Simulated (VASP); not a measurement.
```yaml
crystal:
  lattice:
    - [2.72000, 0.00000, 0.00000]
    - [0.00000, 2.72000, 0.00000]
    - [0.00000, 0.00000, 3.71000]
  atoms:
    - { symbol: Fe, position: [0.00000, 0.00000, 0.00000], spin: 3.0 }
    - { symbol: Pt, position: [0.50000, 0.50000, 0.50000] }
```

Computed with PBE GGA, VASP's PBE PAW potentials (set 64) (plane waves; VASP 6.6.1). Run with 400 eV cut-off, KSPACING 0.3 per Å, first-order Methfessel-Paxton smearing of 0.10 eV, potentials Fe Pt.

Give the stress tensor in GPa (positive for a compressed cell).

```
3.49  0.00  0.00
0.00  3.49  0.00
0.00  0.00  4.65
```
The pressure is its mean diagonal, 3.88 GPa.

The compound is FePt in the L1_0 structure. The cell was not relaxed at this level. The run is one of a series of settings (KGAMMA = .TRUE., KSPACING = 0.3, KPOINTS file removed against the base run), some of them coarse on purpose.
